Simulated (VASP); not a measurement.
# SiO2 (P4_12_12) in VASP: Born charges and dielectric tensor with LDA

Aim: the Born charges and dielectric tensor of SiO2 with LDA.

All numbers are computed with VASP 6.6.1; they aren't measurements. Logs are shortened: lines on timing, memory, paths and dates and some standing lists are left out, and cuts for length are marked.

**1. The structure**

Symmetry: P4_12_12, No. 92, tetragonal system. Conventional cell: a = 5.030 Å, b = 5.030 Å, c = 7.008 Å, α = 90.00°, β = 90.00°, γ = 90.00°. Si (site symmetry 2) has 4 O at 1.62 Å as nearest neighbours. O (site symmetry 1) has 2 Si at 1.62 Å as nearest neighbours.

**2. Born charges and dielectric tensor, LDA**

Input file INCAR:

```
SYSTEM = SiO2
PREC = Accurate
ENCUT = 600
EDIFF = 1E-8
ISMEAR = 0
SIGMA = 0.02
LREAL = .FALSE.
LASPH = .TRUE.
NELM = 80
ALGO = Normal
ISIF = 2
LWAVE = .FALSE.
LCHARG = .FALSE.
GGA = CA
LEPSILON = .TRUE.
IBRION = 8
NSW = 1
```

Input file KPOINTS:

```
Automatic mesh
0
G
  4 4 4
  0 0 0
```

Input file POSCAR:

```
SiO2
1.0
    5.0303800000      0.0000000000      0.0000000000
    0.0000000000      5.0303800000      0.0000000000
    0.0000000000      0.0000000000      7.0077700000
Si O
4 8
Direct
    0.2984800000      0.2984800000      0.0000000000
    0.2015200000      0.7984800000      0.2500000000
    0.7015200000      0.7015200000      0.5000000000
    0.7984800000      0.2015200000      0.7500000000
    0.2396000000      0.1022500000      0.1783800000
    0.3977500000      0.7396000000      0.4283800000
    0.7604000000      0.8977500000      0.6783800000
    0.6022500000      0.2604000000      0.9283800000
    0.7396000000      0.3977500000      0.5716200000
    0.8977500000      0.7604000000      0.3216200000
    0.2604000000      0.6022500000      0.0716200000
    0.1022500000      0.2396000000      0.8216200000
```

Potentials or basis: VASP PAW LDA potentials, release 64 (Si, O).

The run is started by

```bash
$ cat potpaw_LDA.64/Si/POTCAR potpaw_LDA.64/O/POTCAR > POTCAR
$ mpirun -np 1 vasp_std > vasp.out
```

OUTCAR:

```text
SYSTEM = SiO2
   PREC = Accurate
   ENCUT = 600
   EDIFF = 1E-8
   ISMEAR = 0
   LREAL = .FALSE.
   LASPH = .TRUE.
   NELM = 80
   ISIF = 2
   GGA = CA
   LEPSILON = .TRUE.
   IBRION = 8
   NSW = 1

 ion  position               nearest neighbor table
   1  0.298  0.298  0.000-   8 1.62  11 1.62   5 1.62  12 1.62   2 3.10   4 3.10   2 3.10   4 3.10

   2  0.202  0.798  0.250-   5 1.62  10 1.62   6 1.62  11 1.62   1 3.10   3 3.10   1 3.10   3 3.10

   3  0.702  0.702  0.500-   6 1.62   9 1.62   7 1.62  10 1.62   2 3.10   4 3.10   4 3.10   2 3.10

   4  0.798  0.202  0.750-   7 1.62  12 1.62   9 1.62   8 1.62   1 3.10   3 3.10   3 3.10   1 3.10

   5  0.240  0.102  0.178-   2 1.62   1 1.62
   6  0.398  0.740  0.428-   3 1.62   2 1.62
   7  0.760  0.898  0.678-   4 1.62   3 1.62
   8  0.602  0.260  0.928-   1 1.62   4 1.62
   9  0.740  0.398  0.572-   3 1.62   4 1.62
  10  0.898  0.760  0.322-   2 1.62   3 1.62
  11  0.260  0.602  0.072-   1 1.62   2 1.62
[... 1178 lines left out ...]
  9Z     1.027959   -0.635122   -2.286279    0.904831    0.237077   -1.944423    0.927780   -5.794943    6.093041    3.006806   -9.837970   15.910071   -0.427215   -0.704484    1.312750    1.171206   -1.406391    0.525678   -0.011374   -0.758894   -1.235367   -1.385412   -0.857954    2.708604   -5.182901   21.771084  -25.075513   -1.322054   -1.957763    1.471412   -0.242895    0.590759    0.994249    1.533269   -0.645399    1.525780
 10X    -0.364680    0.557026    1.382835   19.916200    2.707867   -8.077604    8.993887    2.450842  -10.276294    0.489273    0.355416    1.140569    1.423691    1.454669   -1.199653    7.910125   -0.230179    0.768130    0.006629   -0.505666   -1.345471    0.627538   -0.208343   -0.725570    0.034703    0.976546   -1.315104  -40.151484   -6.426036   21.771289    1.558274   -1.005614   -1.525961   -0.444156   -0.126527   -0.597165
 10Y    -0.035670   -1.089331    0.678734    2.313586    3.116313   -0.896600    2.343791    3.185737   -3.044180    0.317877   -0.993467    0.581373    1.516961    1.410684   -1.419638    0.236378   -1.086802    0.025159   -0.339771   -0.005869    0.872590    0.209904    0.303393   -0.434710    0.636043    1.555157   -1.960964   -6.430475   -6.601506    5.196772   -0.642466    0.032231    0.651740   -0.126158    0.173461   -0.250276
 10Z     0.237077   -0.904831   -1.944423   -5.794943   -0.927780    6.093041   -9.837970   -3.006806   15.910071   -0.635122   -1.027959   -2.286279   -1.406391   -1.171206    0.525678   -0.758894    0.011374   -1.235367   -0.857954    1.385412    2.708604   -0.704484    0.427215    1.312750   -0.645399   -1.533269    1.525780   21.771084    5.182901  -25.075513   -1.957763    1.322054    1.471412    0.590759    0.242895    0.994249
 11X     3.116313   -2.313586   -0.896600    3.185737   -2.343791   -3.044180   -0.993467   -0.317877    0.581373   -1.089331    0.035670    0.678734   -1.086802   -0.236378    0.025159   -0.005869    0.339771    0.872590    0.303393   -0.209904   -0.434710    1.410684   -1.516961   -1.419638    0.173461    0.126158   -0.250276    1.555157   -0.636043   -1.960964   -6.601506    6.430475    5.196772    0.032231    0.642466    0.651740
 11Y    -2.707867   19.916200    8.077604   -2.450842    8.993887   10.276294   -0.355416    0.489273   -1.140569   -0.557026   -0.364680   -1.382835    0.230179    7.910125   -0.768130    0.505666    0.006629    1.345471    0.208343    0.627538    0.725570   -1.454669    1.423691    1.199653    0.126527   -0.444156    0.597165   -0.976546    0.034703    1.315104    6.426036  -40.151484  -21.771289    1.005614    1.558274    1.525961
 11Z    -0.927780    5.794943    6.093041   -3.006806    9.837970   15.910071   -1.027959    0.635122   -2.286279   -0.904831   -0.237077   -1.944423    0.011374    0.758894   -1.235367    1.385412    0.857954    2.708604    0.427215    0.704484    1.312750   -1.171206    1.406391    0.525678    0.242895   -0.590759    0.994249   -1.533269    0.645399    1.525780    5.182901  -21.771084  -25.075513    1.322054    1.957763    1.471412
 12X     8.993887    2.450842   10.276294    0.489273    0.355416   -1.140569   -0.364680    0.557026   -1.382835   19.916200    2.707867    8.077604    0.006629   -0.505666    1.345471    0.627538   -0.208343    0.725570    1.423691    1.454669    1.199653    7.910125   -0.230179   -0.768130    1.558274   -1.005614    1.525961   -0.444156   -0.126527    0.597165    0.034703    0.976546    1.315104  -40.151484   -6.426036  -21.771289
 12Y     2.343791    3.185737    3.044180    0.317877   -0.993467   -0.581373   -0.035670   -1.089331   -0.678734    2.313586    3.116313    0.896600   -0.339771   -0.005869   -0.872590    0.209904    0.303393    0.434710    1.516961    1.410684    1.419638    0.236378   -1.086802   -0.025159   -0.642466    0.032231   -0.651740   -0.126158    0.173461    0.250276    0.636043    1.555157    1.960964   -6.430475   -6.601506   -5.196772
 12Z     9.837970    3.006806   15.910071    0.635122    1.027959   -2.286279   -0.237077    0.904831   -1.944423    5.794943    0.927780    6.093041    0.857954   -1.385412    2.708604    0.704484   -0.427215    1.312750    1.406391    1.171206    0.525678    0.758894   -0.011374   -1.235367    1.957763   -1.322054    1.471412   -0.590759   -0.242895    0.994249    0.645399    1.533269    1.525780  -21.771084   -5.182901  -25.075513

 Eigenvectors and eigenvalues of the dynamical matrix
   1 f  =   34.962713 THz   219.677205 2PiTHz 1166.230572 cm-1   144.594097 meV
   2 f  =   34.962713 THz   219.677205 2PiTHz 1166.230572 cm-1   144.594097 meV
   3 f  =   32.974776 THz   207.186629 2PiTHz 1099.920139 cm-1   136.372655 meV
   4 f  =   31.631654 THz   198.747542 2PiTHz 1055.118398 cm-1   130.817950 meV
   5 f  =   31.569460 THz   198.356765 2PiTHz 1053.043825 cm-1   130.560736 meV
   6 f  =   31.535341 THz   198.142392 2PiTHz 1051.905755 cm-1   130.419633 meV
[... 25 lines left out ...]
  32 f  =    3.737248 THz    23.481820 2PiTHz  124.661166 cm-1    15.456008 meV
  33 f  =    2.885779 THz    18.131887 2PiTHz   96.259239 cm-1    11.934619 meV
  34 f/i=    0.001559 THz     0.009795 2PiTHz    0.052002 cm-1     0.006447 meV
  35 f/i=    0.012749 THz     0.080102 2PiTHz    0.425250 cm-1     0.052724 meV
  36 f/i=    0.012749 THz     0.080102 2PiTHz    0.425250 cm-1     0.052724 meV

 MACROSCOPIC STATIC DIELECTRIC TENSOR IONIC CONTRIBUTION
 ------------------------------------------------------
           1.798958    -0.000000     0.000000
          -0.000000     1.798958    -0.000000
          -0.000000    -0.000000     1.628359
 ------------------------------------------------------

 ELASTIC MODULI CONTR FROM IONIC RELAXATION (kBar)
 Direction    XX          YY          ZZ          XY          YZ          ZX
 --------------------------------------------------------------------------------
 XX       -2861.8387   -237.4101  -1104.5941     -0.0000     -0.0000      0.0000
 YY        -237.4101  -2861.8387  -1104.5941     -0.0000     -0.0000     -0.0000
 ZZ       -1104.5941  -1104.5941  -2183.7021     -0.0000     -0.0000      0.0000
 XY          -0.0000     -0.0000     -0.0000   -185.8525      0.0000     -0.0000
 YZ          -0.0000     -0.0000     -0.0000      0.0000   -656.2461      0.0000
 ZX          -0.0000     -0.0000      0.0000     -0.0000     -0.0000   -657.2880
 --------------------------------------------------------------------------------

 PIEZOELECTRIC TENSOR IONIC CONTR  for field in x, y, z        (C/m^2)
          XX          YY          ZZ          XY          YZ          ZX
  --------------------------------------------------------------------------------
  x     0.00000    -0.00000     0.00000     0.00000    -0.00667     0.00000
  y    -0.00000     0.00000    -0.00000     0.00000     0.00000     0.00854
  z     0.00000    -0.00000     0.00000     0.00011    -0.00000    -0.00000
```

stdout:

```text
POSCAR found type information on POSCAR SiO
 POSCAR found :  2 types and      12 ions
 scaLAPACK will be used
 LDA part: xc-table for (Slater(with rela. corr.)+CA(PZ))
 , standard interpolation
 POSCAR, INCAR and KPOINTS ok, starting setup
 FFT: planning ... GRIDC
 FFT: planning ... GRID_SOFT
 FFT: planning ... GRID
[... 37 lines left out ...]
 first order change of Fermi-energy  -0.10440E+00
 force on displaced ion       5 direction 1 :  -6.602  -6.430   5.197
 Born effective charge ion    5 direction 1 :  -1.040  -0.209   0.201
 Linear response progress:
 first order change of Fermi-energy  -0.28658E+00
 force on displaced ion       5 direction 2 :  -6.426 -40.151  21.771
 Born effective charge ion    5 direction 2 :  -0.150  -2.302   0.815
 Linear response progress:
 first order change of Fermi-energy   0.40514E+00
 force on displaced ion       5 direction 3 :   5.183  21.771 -25.076
 Born effective charge ion    5 direction 3 :   0.064   0.816  -1.648
 Born effective charges drift removed
 Linear response finished
```

Run time: 40 min. Hardware: 1 thread of Intel Xeon 6975P-C (Granite Rapids), shared host; peak memory 0.82 GiB.

What came out:

* Band gap on the k mesh: 5.38 eV, direct
* Electronic dielectric tensor (diagonal): 2.28, 2.28, 2.27
* Born charges (mean of the diagonal): Si +3.32; O -1.66 e
* Highest phonon frequency at Γ, LO-TO splitting left out: 1166 cm⁻¹

Levels at points of the mesh, in eV from the valence-band top:
| k point | band 29 | band 30 | band 31 | band 32 | band 33 | band 34 | band 35 | band 36 |
| --- | --- | --- | --- | --- | --- | --- | --- | --- |
| (0.00, 0.00, 0.00) | -0.68 | -0.28 | -0.28 | 0.00 | 5.38 | 8.47 | 8.47 | 8.82 |
| (0.50, 0.00, 0.00) | -0.65 | -0.65 | -0.48 | -0.48 | 7.39 | 7.39 | 8.90 | 8.90 |
| (0.50, 0.50, 0.00) | -0.60 | -0.60 | -0.55 | -0.55 | 8.35 | 8.35 | 8.47 | 8.47 |
| (0.00, 0.00, 0.50) | -0.52 | -0.52 | -0.40 | -0.40 | 6.60 | 6.60 | 9.09 | 9.09 |
| (0.50, 0.00, 0.50) | -0.93 | -0.93 | -0.17 | -0.17 | 7.70 | 7.70 | 8.55 | 8.55 |
| (0.50, 0.50, 0.50) | -0.63 | -0.63 | -0.63 | -0.63 | 8.86 | 8.86 | 8.86 | 8.86 |

Phonon frequencies in cm⁻¹ (negative: imaginary):
```csv
q point,frequencies
"(0.000, 0.000, 0.000)",0 0 0 96 125 158 158 218 270 270 277 287 353 366 367 367 399 423 452 452 474 596 596 757 762 763 767 767 1049 1052 1052 1053 1055 1100 1166 1166
```

Electronic dielectric tensor:
```
2.28 0.00 0.00
0.00 2.28 0.00
0.00 0.00 2.27
```

Born effective charge tensors (e):
atom 1, Si
```
 3.34  0.02  0.19
 0.02  3.34 -0.19
-0.34  0.34  3.29
```
atom 2, Si
```
 3.34 -0.02  0.19
-0.02  3.34  0.19
-0.34 -0.34  3.29
```
atom 3, Si
```
 3.34  0.02 -0.19
 0.02  3.34  0.19
 0.34 -0.34  3.29
```
atom 4, Si
```
 3.34 -0.02 -0.19
-0.02  3.34 -0.19
 0.34  0.34  3.29
```
atom 5, O
```
-1.04 -0.15  0.06
-0.21 -2.30  0.82
 0.20  0.82 -1.65
```
atom 6, O
```
-2.30  0.21 -0.82
 0.15 -1.04  0.06
-0.82  0.20 -1.65
```
atom 7, O
```
-1.04 -0.15 -0.06
-0.21 -2.30 -0.82
-0.20 -0.82 -1.65
```
atom 8, O
```
-2.30  0.21  0.82
 0.15 -1.04 -0.06
 0.82 -0.20 -1.65
```
atom 9, O
```
-1.04  0.15 -0.06
 0.21 -2.30  0.82
-0.20  0.82 -1.65
```
atom 10, O
```
-2.30 -0.21  0.82
-0.15 -1.04  0.06
 0.82  0.20 -1.65
```
atom 11, O
```
-1.04  0.15  0.06
 0.21 -2.30 -0.82
 0.20 -0.82 -1.65
```
atom 12, O
```
-2.30 -0.21 -0.82
-0.15 -1.04 -0.06
-0.82 -0.20 -1.65
```
